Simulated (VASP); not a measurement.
# Ta: surface energy and work function by face, part 2 of 6

Aim: compare the low-index faces of Ta at one level of theory.

VASP 6.6.1; PBE; plane waves and PAW (Ta).

So far. Step 3 (The bulk reference, job self-consistent run, k-mesh …): The run ends at a pressure of -0.51 GPa.

## 4. Surface relaxation, 7 atoms, face Ta(110)

System of this step: Ta(110). The cell holds 7 atoms: 7 Ta. Cell: a = 3.310 Å, b = 2.867 Å, c = 29.043 Å, α = 90.0°, β = 90.0°, γ = 54.7°. It derives from Ta. 7 layers of bcc Ta, cut at this functional's lattice. Vacuum lies along c.

All atoms relax at the fixed cell.

INCAR

```
SYSTEM = Ta
PREC = Normal
ENCUT = 320
EDIFF = 1E-05
NELM = 120
ISMEAR = 1
SIGMA = 0.15
LREAL = .FALSE.
ALGO = Fast
GGA = PE
NBANDS = 24
LASPH = .TRUE.
LORBIT = 11
LWAVE = .FALSE.
LCHARG = .FALSE.
KPAR = 4
IBRION = 2
NSW = 40
ISIF = 2
EDIFFG = -0.03
POTIM = 0.4
MAXMIX = 40
```

POSCAR

```
Ta
1.0
    3.3100000000      0.0000000000      0.0000000000
    1.6550000000      2.3405234457      0.0000000000
    0.0000000000      0.0000000000     29.0431406744
Ta
7
Direct
    0.0000000000      0.0000000000      0.2582365300
    0.5000000000      0.0000000000      0.3388243600
    0.0000000000      0.0000000000      0.4194121800
    0.5000000000      0.0000000000      0.5000000000
    0.0000000000      0.0000000000      0.5805878200
    0.5000000000      0.0000000000      0.6611756400
    0.0000000000      0.0000000000      0.7417634700
```

KPOINTS

```
Automatic mesh
0
Gamma
13 13 1
0 0 0
```

Potentials, in the order of the species: Ta (PBE family, release 64).

The run is started by

```sh
> mpirun -np 4 vasp_std
```

The program printed:

```text
[banner, memory and clock lines left out]
running    4 mpi-ranks, on    1 nodes
 distrk:  each k-point on    1 cores,    4 groups
 distr:  one band on    1 cores,    1 groups

 POSCAR found type information on POSCAR Ta
 POSCAR found :  1 types and       7 ions
 LDA part: xc-table for (Slater+PW92), standard interpolation
 POSCAR, INCAR and KPOINTS ok, starting setup
 FFT: planning ... GRIDC
 FFT: planning ... GRID_SOFT
 FFT: planning ... GRID
 WAVECAR not read
 entering main loop
       N       E                     dE             d eps       ncg     rms          rms(c)
DAV:   1     0.793971836611E+02    0.79397E+02   -0.98651E+03  2360   0.775E+02
DAV:   2    -0.735770025204E+02   -0.15297E+03   -0.14332E+03  3392   0.165E+02
DAV:   3    -0.862069566010E+02   -0.12630E+02   -0.12037E+02  3248   0.486E+01
DAV:   4    -0.869528659652E+02   -0.74591E+00   -0.72544E+00  4016   0.112E+01
DAV:   5    -0.869718593963E+02   -0.18993E-01   -0.17939E-01  3600   0.176E+00    0.358E+01
RMM:   6    -0.130420667580E+03   -0.43449E+02   -0.12231E+02  3481   0.345E+01    0.204E+01
RMM:   7    -0.103030124745E+03    0.27391E+02   -0.95615E+01  2730   0.291E+01    0.180E+01
RMM:   8    -0.825633799462E+02    0.20467E+02   -0.12083E+01  2460   0.135E+01    0.861E+00
RMM:   9    -0.810963074560E+02    0.14671E+01   -0.62822E+00  3125   0.721E+00    0.574E+00
RMM:  10    -0.821278047476E+02   -0.10315E+01   -0.19797E+00  2620   0.461E+00    0.560E+00
RMM:  11    -0.819586271208E+02    0.16918E+00   -0.61162E-01  3334   0.236E+00    0.524E+00
RMM:  12    -0.810248448456E+02    0.93378E+00   -0.43449E-01  2734   0.187E+00    0.306E+00
RMM:  13    -0.807197767281E+02    0.30507E+00   -0.83971E-01  3131   0.233E+00    0.127E+00
RMM:  14    -0.806978959489E+02    0.21881E-01   -0.16323E-01  3288   0.119E+00    0.892E-01
RMM:  15    -0.807872320377E+02   -0.89336E-01   -0.66724E-02  2523   0.825E-01    0.147E+00
RMM:  16    -0.806846372540E+02    0.10259E+00   -0.27876E-02  2584   0.602E-01    0.543E-01
RMM:  17    -0.806735674386E+02    0.11070E-01   -0.39474E-02  3182   0.493E-01    0.169E-01
RMM:  18    -0.806758280800E+02   -0.22606E-02   -0.40129E-03  2783   0.254E-01    0.228E-01
RMM:  19    -0.806741019367E+02    0.17261E-02   -0.82604E-03  3179   0.216E-01    0.101E-01
RMM:  20    -0.806737806782E+02    0.32126E-03   -0.91302E-04  2842   0.119E-01    0.622E-02
RMM:  21    -0.806736469087E+02    0.13377E-03   -0.30117E-04  2972   0.557E-02    0.358E-02
RMM:  22    -0.806736469691E+02   -0.60358E-07   -0.40358E-04  2711   0.539E-02    0.329E-02
RMM:  23    -0.806736095265E+02    0.37443E-04   -0.32600E-05  1783   0.269E-02    0.107E-02
RMM:  24    -0.806736189674E+02   -0.94409E-05   -0.13859E-05  1508   0.151E-02
   1 F= -.80673619E+02 E0= -.80673929E+02  d E =-.806736E+02
 curvature:   0.00 expect dE= 0.000E+00 dE for cont linesearch  0.000E+00
 trial: gam= 0.00000 g(F)=  0.405E-01 g(S)=  0.000E+00 ort = 0.000E+00 (trialstep = 0.100E+01)
 search vector abs. value=  0.405E-01
 bond charge predicted
       N       E                     dE             d eps       ncg     rms          rms(c)
DAV:   1    -0.807084139410E+02   -0.34804E-01   -0.31108E+00  2960   0.845E+00    0.607E-01
RMM:   2    -0.807513812520E+02   -0.42967E-01   -0.72235E-02  2547   0.104E+00    0.874E-01
RMM:   3    -0.807120455291E+02    0.39336E-01   -0.13395E-02  2519   0.501E-01    0.291E-01
RMM:   4    -0.807081375411E+02    0.39080E-02   -0.13681E-02  2674   0.379E-01    0.140E-01
RMM:   5    -0.807099985549E+02   -0.18610E-02   -0.53590E-03  2931   0.234E-01    0.210E-01
RMM:   6    -0.807083749447E+02    0.16236E-02   -0.78122E-04  2822   0.107E-01    0.123E-01
RMM:   7    -0.807075664713E+02    0.80847E-03   -0.10437E-03  2888   0.873E-02    0.227E-02
RMM:   8    -0.807075749313E+02   -0.84600E-05   -0.20789E-04  2744   0.485E-02    0.192E-02
RMM:   9    -0.807075695035E+02    0.54279E-05   -0.33372E-05  1702   0.227E-02
   2 F= -.80707570E+02 E0= -.80707805E+02  d E =-.339505E-01
[... from here on, the cycles between the ionic steps are left out ...]
   3 F= -.80729273E+02 E0= -.80728564E+02  d E =-.556540E-01
   4 F= -.80730442E+02 E0= -.80729454E+02  d E =-.568227E-01
   5 F= -.80733074E+02 E0= -.80731961E+02  d E =-.263273E-02
   6 F= -.80734864E+02 E0= -.80733555E+02  d E =-.442193E-02
   7 F= -.80734878E+02 E0= -.80733586E+02  d E =-.443627E-02
   8 F= -.80735630E+02 E0= -.80734290E+02  d E =-.751630E-03
   9 F= -.80737517E+02 E0= -.80736085E+02  d E =-.263950E-02
  10 F= -.80739258E+02 E0= -.80737755E+02  d E =-.438016E-02
  11 F= -.80739259E+02 E0= -.80737761E+02  d E =-.710296E-06
 trial-energy change:   -0.000001  1 .order    0.000073   -0.001071    0.001216
 step:   2.6001(harm=  2.3582)  dis= 0.00577  next Energy=   -80.739545 (dE=-0.287E-03)
 bond charge predicted
       N       E                     dE             d eps       ncg     rms          rms(c)
DAV:   1    -0.807395534835E+02   -0.29532E-03   -0.14153E-01  2352   0.180E+00    0.101E-01
RMM:   2    -0.807394921077E+02    0.61376E-04   -0.10130E-03  2384   0.157E-01    0.919E-03
RMM:   3    -0.807395279341E+02   -0.35826E-04   -0.37780E-04  2893   0.668E-02    0.298E-03
RMM:   4    -0.807395358429E+02   -0.79088E-05   -0.48891E-05  1856   0.265E-02
  12 F= -.80739536E+02 E0= -.80738026E+02  d E =-.277727E-03
 curvature:  -1.71 expect dE=-0.231E-04 dE for cont linesearch -0.138E-06
 trial: gam= 0.10774 g(F)=  0.135E-04 g(S)=  0.000E+00 ort = 0.501E-05 (trialstep = 0.455E+01)
 search vector abs. value=  0.182E-04
 reached required accuracy - stopping structural energy minimisation
```

It took 2.5 min on 4 MPI ranks of Intel Xeon Platinum 8259CL at 2.50GHz (Skylake/Cascade Lake), shared host; peak memory 0.95 GiB; 10 min of CPU time.

Parts of OUTCAR (step 4):

```text
  LATTYP: Found a base centered orthorhombic cell.
 ALAT       =     3.3100000000
 B/A-ratio  =     1.4142135624
 C/A-ratio  =     8.7743627415

 Subroutine GETGRP returns: Found  8 space group operations
 (whereof  8 operations were pure point group operations)

The static configuration has the point symmetry D_2h.

 Found     49 irreducible k-points:

   k-points           NKPTS =     49   k-points in BZ     NKDIM =     49   number of bands    NBANDS=     24

   dimension x,y,z NGX =    14 NGY =   14 NGZ =  128
   dimension x,y,z NGXF=    28 NGYF=   28 NGZF=  256

   ENCUT  =  320.0 eV  23.52 Ry    4.85 a.u.   4.83  4.18 42.36*2*pi/ulx,y,z

   NELECT =      35.0000    total number of electrons

 E-fermi :   1.2742

 k-point     1 :       0.0000    0.0000    0.0000
  band No.  band energies     occupation
    ...
     10       0.1849      2.00000
     11       0.6801      2.00000
     12       0.8100      2.00011
     13       0.8881      2.00166
     14       1.2020      1.71870
     15       1.5004     -0.05456
     16       1.5274     -0.03811
     17       1.6279     -0.00426
     18       1.8951     -0.00000
     19       1.9371     -0.00000
    ...

 k-point     2 :       0.0769   -0.0000    0.0000
  band No.  band energies     occupation
    ...
     11       0.6794      2.00000
     12       0.7172      2.00000
     13       0.8193      2.00016
     14       1.1911      1.79606
     15       1.3180      0.52801
     16       1.3919      0.02784
     17       1.6015     -0.00849
     18       1.7551     -0.00006
     19       1.8035     -0.00001
     20       2.0068     -0.00000
    ...

  Total       -2.0621978     -3.1909110     -0.4263064     -0.0000000      0.0000000      0.0000000
  in kB      -14.6844045    -22.7216937     -3.0356232     -0.0000000      0.0000000      0.0000000
  external PRESSURE =     -13.4805738 kB  Pullay stress =       0.0000000 kB

  energy-cutoff  :      320.00
  volume of cell :      225.00
      direct lattice vectors                 reciprocal lattice vectors
     3.310000000  0.000000000  0.000000000     0.302114804 -0.213627426  0.000000000
     1.655000000  2.340523446  0.000000000     0.000000000  0.427254853  0.000000000
     0.000000000  0.000000000 29.043140674     0.000000000  0.000000000  0.034431538

 POSITION                                       TOTAL-FORCE (eV/Angst)
 -----------------------------------------------------------------------------------
      0.00000      0.00000      7.61312        -0.000000      0.000000      0.006401
      1.65500      0.00000      9.83787        -0.000000      0.000000      0.007818
      0.00000      0.00000     12.18571         0.000000      0.000000     -0.008533
      1.65500      0.00000     14.52157        -0.000000      0.000000     -0.000000
      0.00000      0.00000     16.85743        -0.000000     -0.000000      0.008533
      1.65500      0.00000     19.20527        -0.000000     -0.000000     -0.007818
      0.00000      0.00000     21.43002        -0.000000      0.000000     -0.006401
 -----------------------------------------------------------------------------------
    total drift:                               -0.000000     -0.000000      0.000000

  FREE ENERGIE OF THE ION-ELECTRON SYSTEM (eV)
  ---------------------------------------------------
  free  energy   TOTEN  =       -80.7395358429 eV

  energy  without entropy=      -80.7350062536  energy(sigma->0) =      -80.73802598

 total charge
# of ion       s       p       d       tot
------------------------------------------
    1        0.722   0.516   3.314   4.552
    2        0.721   0.736   3.402   4.859
    3        0.708   0.713   3.356   4.777
    4        0.711   0.704   3.376   4.791
    5        0.708   0.713   3.356   4.777
    6        0.721   0.736   3.402   4.859
    7        0.722   0.516   3.314   4.552
--------------------------------------------------
tot          5.012   4.635  23.520  33.166

[... 1 part as in an earlier step ...]

[... 7 further parts left out ...]
```

The run keeps the 8 symmetry operations of its start, so it cannot find a distortion of lower symmetry.

Relaxation path:

| step | energy less that of the first step (eV) | largest force (eV/Å) |
| --- | --- | --- |
| 1 | 0.0000 | 0.5449 |
| 2 | -0.0340 | 0.3910 |
| 3 | -0.0557 | 0.1495 |
| 4 | -0.0568 | 0.1134 |
| 5 | -0.0595 | 0.0870 |
| 6 | -0.0612 | 0.0708 |
| 7 | -0.0613 | 0.0543 |
| 8 | -0.0620 | 0.0482 |
| 9 | -0.0639 | 0.0378 |
| 10 | -0.0656 | 0.0367 |
| 11 | -0.0656 | 0.0556 |
| 12 | -0.0659 | 0.0085 |

The atoms that moved most (Å):

| atom | dx | dy | dz | length |
| --- | --- | --- | --- | --- |
| Ta1 | 0.000 | 0.000 | 0.113 | 0.113 |
| Ta7 | 0.000 | 0.000 | -0.113 | 0.113 |

The relaxed structure:

```cif
data_structure
_symmetry_space_group_name_H-M 'P 1'
_symmetry_Int_Tables_number 1
_cell_length_a 3.3100
_cell_length_b 2.8665
_cell_length_c 29.0431
_cell_angle_alpha 90.000
_cell_angle_beta 90.000
_cell_angle_gamma 54.736
_cell_volume 225.00
loop_
_atom_site_label
_atom_site_type_symbol
_atom_site_fract_x
_atom_site_fract_y
_atom_site_fract_z
_atom_site_occupancy
Ta1 Ta 0.00000 0.00000 0.26213 1
Ta2 Ta 0.50000 0.00000 0.33873 1
Ta3 Ta 0.00000 0.00000 0.41957 1
Ta4 Ta 0.50000 0.00000 0.50000 1
Ta5 Ta 0.00000 0.00000 0.58043 1
Ta6 Ta 0.50000 0.00000 0.66127 1
Ta7 Ta 0.00000 0.00000 0.73787 1
```

Numbers from this step:

| Property | Result |
| --- | --- |
| electronic cycles | 88 |
| electrons | 35 |
| free energy (TOTEN) | -80.7395 eV |
| energy at zero smearing | -80.7380 eV |
| Fermi energy | 1.274 eV |

The run ended after 12 ionic steps, 0.066 eV below its first step, once the forces on the free atoms met EDIFFG = -0.03.

(Part 2 of 6 ends here.)

[Lines on the potential files, build, host, timing and source positions are cut from VASP's logs without a mark.]

[Logs are printed without paths, hosts, clocks, repeated set-up lines and the standing remarks that a program may print on its own settings, such as how far it seeks lower states.]

[Hosts, paths, dates, database ids (printed as entryN), source tags and the programs' standing remarks are cut or masked in the printed files.]

[Runs that stopped without an error message from VASP are left out.]
